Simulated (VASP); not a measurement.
# CaPd2N2 with AM05: from relaxation to properties, part 2 of 2

Wanted: the relaxed cell of CaPd2N2 and its properties. The cell is invented: it takes the structure of a Materials Project entry for CaRu2N2 (space group 12 there), with some of its atoms replaced by other elements, volume scaled by an estimate. It may not be a known or stable phase.

VASP 6.6.1, plane waves and PAW; the level of theory is named at each step.

Still holding for the runs below: The k-mesh is coarse for a metal.

So far. Step 5 (Bands along the symmetry lines (AM05)): There is no gap at this level. Step 6 (Density of states (AM05)): The finer mesh and the other smearing move the Fermi level by +0.04 eV from the 8×8×4 run, a small shift, which tests the Fermi level alone. Of the states within 0.3 eV of the Fermi level, the largest shares in the PAW spheres are Pd d 47 % and N p 24 %. The rest lies in smaller channels or between the spheres.

### 7. Band structure (AM05 + SOC)

This step: AM05, spin-orbit coupling; plane waves and PAW (Pd, Ca_sv, N); invented cell (VASP 6.6.1).

Levels along the symmetry lines show where the bands peak and cross; KPOINTS_OPT computes them in the converged potential. Spin-orbit coupling needs spinors and the noncollinear program, where each band holds one electron.

INCAR reads:

```
SYSTEM = CaPd2N2
PREC = Accurate
ENCUT = 520
EDIFF = 1E-06
NELM = 100
ISMEAR = -1
SIGMA = 0.05
LREAL = .FALSE.
ALGO = Normal
GGA = AM
LNONCOLLINEAR = .TRUE.
MAGMOM = 0 0 0 0 0 0 0 0 0 0 0 0 0 0 0
NBANDS = 52
GGA_COMPAT = .FALSE.
LASPH = .TRUE.
LSORBIT = .TRUE.
LMAXMIX = 4
LORBIT = 11
LWAVE = .FALSE.
LCHARG = .FALSE.
KPAR = 2
```

POSCAR reads:

```
CaPd2N2
1.0
    3.2457676800      0.0000000000      0.0000000000
   -1.6228838400      2.8109172700      0.0000000000
    0.0000000000      0.0000000000      6.9751935000
Pd Ca N
2 1 2
Direct
    0.3333333330      0.6666666670      0.1535780480
    0.6666666670      0.3333333330      0.8464219520
    0.0000000000      0.0000000000      0.5000000000
    0.3333333330      0.6666666670      0.7204807330
    0.6666666670      0.3333333330      0.2795192670
```

KPOINTS reads:

```
Automatic mesh
0
Gamma
6 6 3
0 0 0
```

KPOINTS_OPT reads:

```
Line mode
16
Line-mode
Reciprocal
  0.00000000   0.00000000   0.00000000 GAMMA
  0.50000000   0.00000000   0.00000000 M

  0.50000000   0.00000000   0.00000000 M
  0.33333333   0.33333333   0.00000000 K

  0.33333333   0.33333333   0.00000000 K
  0.00000000   0.00000000   0.00000000 GAMMA

  0.00000000   0.00000000   0.00000000 GAMMA
  0.00000000   0.00000000   0.50000000 A

  0.00000000   0.00000000   0.50000000 A
  0.50000000   0.00000000   0.50000000 L

  0.50000000   0.00000000   0.50000000 L
  0.33333333   0.33333333   0.50000000 H

  0.33333333   0.33333333   0.50000000 H
  0.00000000   0.00000000   0.50000000 A

  0.50000000   0.00000000   0.50000000 L
  0.50000000   0.00000000   0.00000000 M

  0.33333333   0.33333333   0.00000000 K
  0.33333333   0.33333333   0.50000000 H
```

Potentials, in the order of the species: Pd, Ca_sv and N (PBE family, release 64).

Started as:

```sh
$ mpirun -np 2 vasp_ncl
```

Run time: 6.9 min. Hardware: 2 MPI ranks of AMD EPYC 7R43, shared host; peak memory 0.73 GiB.

LASPH is on here and off in scalar runs of this session, so a comparison with those holds both changes.

Numbers from this step:

```yaml
bands: 52
irreducible_k_points: 17
free_energy_toten: -30.02 eV
energy_at_zero_smearing: -30.01 eV
fermi_energy: 7.840 eV
pressure: 0.4206 GPa
```

On-site spin-orbit energy by atom:

```
atom  on-site spin-orbit energy (eV)
 Pd1                         -0.0864
 Pd2                         -0.0864
 Ca3                         -0.0059
  N4                          0.0003
  N5                          0.0003
```

The electronic bands at the labelled points (eV, zero at the Fermi level; # counts the bands kept in this run):

```csv
point,#23,#24,#25,#26,#27,#28,#29,#30
Γ,-0.07,-0.07,0.13,0.13,0.72,0.72,0.84,0.84
0.53 of the way,-1.72,-1.72,-0.63,-0.63,0.36,0.36,0.54,0.54
M,-1.99,-1.99,-1.73,-1.73,-1.03,-1.03,-0.38,-0.38
0.47 of the way,-2.35,-2.35,-1.92,-1.92,-0.93,-0.93,-0.44,-0.44
K,-2.54,-2.54,-2.16,-2.16,-0.53,-0.53,-0.27,-0.27
0.53 of the way,-1.85,-1.85,-1.00,-1.00,0.42,0.42,0.48,0.48
Γ,-0.07,-0.07,0.13,0.13,0.72,0.72,0.84,0.84
0.47 of the way,-0.61,-0.61,0.52,0.52,0.60,0.60,0.81,0.81
A,-0.90,-0.90,0.37,0.37,0.43,0.43,1.36,1.36
0.47 of the way,-1.12,-1.12,-0.90,-0.90,0.39,0.39,0.54,0.54
L,-2.23,-2.23,-1.51,-1.51,-1.08,-1.08,-0.72,-0.72
0.47 of the way,-2.34,-2.34,-2.13,-2.13,-1.04,-1.04,-0.13,-0.13
H,-2.71,-2.71,-2.02,-2.02,-0.48,-0.48,-0.23,-0.23
0.47 of the way,-1.66,-1.66,-1.42,-1.42,-0.12,-0.12,0.52,0.52
A,-0.90,-0.90,0.37,0.37,0.43,0.43,1.36,1.36
jump to L,-2.23,-2.23,-1.51,-1.51,-1.08,-1.08,-0.72,-0.72
0.47 of the way,-2.11,-2.11,-1.61,-1.61,-1.05,-1.05,-0.59,-0.59
M,-1.99,-1.99,-1.73,-1.73,-1.03,-1.03,-0.38,-0.38
jump to K,-2.54,-2.54,-2.16,-2.16,-0.53,-0.53,-0.27,-0.27
0.47 of the way,-2.61,-2.61,-2.10,-2.10,-0.51,-0.51,-0.25,-0.25
H,-2.71,-2.71,-2.02,-2.02,-0.48,-0.48,-0.23,-0.23
```

Of the projections kept (Pd, Ca, N), the largest for each band there, as a share of the weight inside these atoms' spheres; weight between the spheres isn't counted:

```
point      #23      #24      #25      #26      #27      #28      #29      #30
    Γ  Pd 0.52  Pd 0.52  Pd 0.52  Pd 0.52  Pd 0.52  Pd 0.52  Pd 0.54  Pd 0.54
    M  Pd 0.78  Pd 0.78  Pd 0.93  Pd 0.93  Pd 0.64  Pd 0.64  Pd 0.61  Pd 0.61
    K  Pd 0.94  Pd 0.94  Pd 0.78  Pd 0.78  Pd 0.73  Pd 0.73  Pd 0.76  Pd 0.76
    Γ  Pd 0.52  Pd 0.52  Pd 0.52  Pd 0.52  Pd 0.52  Pd 0.52  Pd 0.54  Pd 0.54
    A  Pd 0.65  Pd 0.65  Pd 0.46  Pd 0.46  Pd 0.47  Pd 0.47   N 0.65   N 0.65
    L  Pd 0.97  Pd 0.97  Pd 0.84  Pd 0.84   N 0.52   N 0.52  Pd 0.64  Pd 0.64
```

Force by atom:

| atom | x (eV/Å) | y (eV/Å) | z (eV/Å) | size |
| --- | --- | --- | --- | --- |
| Pd1 | 0.0000 | 0.0000 | -0.0920 | 0.0920 |
| Pd2 | 0.0000 | 0.0000 | 0.0920 | 0.0920 |
| Ca3 | 0.0000 | 0.0000 | 0.0000 | 0.0000 |
| N4 | 0.0000 | 0.0000 | -0.0287 | 0.0287 |
| N5 | 0.0000 | 0.0000 | 0.0287 | 0.0287 |

There is no gap at this level.

### 8. Core levels (AM05)

This step: AM05; plane waves and PAW (Pd, Ca_sv, N); invented cell (VASP 6.6.1).

Core levels shift with the potential at each site, so they tell like atoms on unlike sites apart.

INCAR reads:

```
SYSTEM = CaPd2N2
PREC = Accurate
ENCUT = 520
EDIFF = 1E-06
NELM = 100
ISMEAR = -1
SIGMA = 0.05
LREAL = .FALSE.
ALGO = Normal
GGA = AM
NBANDS = 26
LORBIT = 11
LWAVE = .FALSE.
LCHARG = .FALSE.
KPAR = 2
ICORELEVEL = 1
```

POSCAR is that of step 7.

KPOINTS reads:

```
Automatic mesh
0
Gamma
8 8 4
0 0 0
```

Started as:

```sh
$ mpirun -np 2 vasp_std
```

The job ended after 35 s (2 MPI ranks; peak memory 0.36 GiB).

These are scalar-relativistic Kohn-Sham levels of the ground state, with no core hole, so they are not binding energies.

Numbers from this step:

```yaml
scf_cycles: 14
bands: 26
irreducible_k_points: 35
free_energy_toten: -29.98 eV
energy_at_zero_smearing: -29.97 eV
fermi_energy: 7.767 eV
pressure: -0.04015 GPa
```

Kohn-Sham core levels. Core levels, by row:

```
atom  shell  level below the Fermi level (eV)
 Pd1     1s                             24162
 Pd1     2s                              3528
 Pd1     2p                              3163
 Pd1     3s                             636.5
 Pd1     3p                             516.5
 Pd1     3d                             326.1
 Pd1     4s                             85.44
 Pd1     4p                             51.12
 Pd2     1s                             24162
 Pd2     2s                              3528
 Pd2     2p                              3163
 Pd2     3s                             636.5
 Pd2     3p                             516.5
 Pd2     3d                             326.1
 Pd2     4s                             85.44
 Pd2     4p                             51.12
 Ca3     1s                              3941
 Ca3     2s                             406.4
 Ca3     2p                             326.8
  N4     1s                               378
  N5     1s                               378
```

Atoms of one element give levels within 0.1 eV of each other.

### 9. Outcome

```json
{"relaxed volume": "12.73 Å³/atom", "relaxed conventional cell a, b, c": "3.246, 3.246, 6.975 Å; angles 90.0, 90.0, 120.0°", "space group after relaxing, within 0.02 Å (lengths above averaged to it)": "P-3m1 (No. 164)", "band gap": "none, a metal", "DOS at the Fermi level": "2.47 states/eV/cell", "band gap (AM05 + SOC)": "none, a metal", "shallowest level of the frozen cores": "Pd1 4p, 51.1 eV deep"}
```

In words: With AM05, CaPd2N2 relaxes to 12.73 Å³/atom in space group P-3m1 and comes out as a metal. Bands along the symmetry lines (AM05): Of the bands kept, 3 cross the Fermi level on this path. Band structure (AM05 + SOC): Of the bands kept, 6 cross the Fermi level on this path (spinor bands, one electron each). LASPH was switched on together with spin-orbit coupling, so shifts put down to the coupling hold both changes, and that of the mesh where it differs. The k-sampling is coarse for a metal, so the Fermi level, pressures and the shape of the cell carry errors. No search among competing phases was made. All values are for a static lattice at zero temperature.

[Lines on the potential files, build, host, timing and source positions are cut from VASP's logs without a mark.]

[Logs are printed without paths, hosts, clocks, repeated set-up lines and the standing remarks that a program may print on its own settings, such as how far it seeks lower states.]

[Hosts, paths, dates, database ids (printed as entryN), source tags and the programs' standing remarks are cut or masked in the printed files.]

[A measured line is paired with the nearest computed mode of its activity, which favours agreement.]

[In band tables of VASP the shares of atoms and orbitals are scaled to a sum of 1 inside the atoms' spheres.]
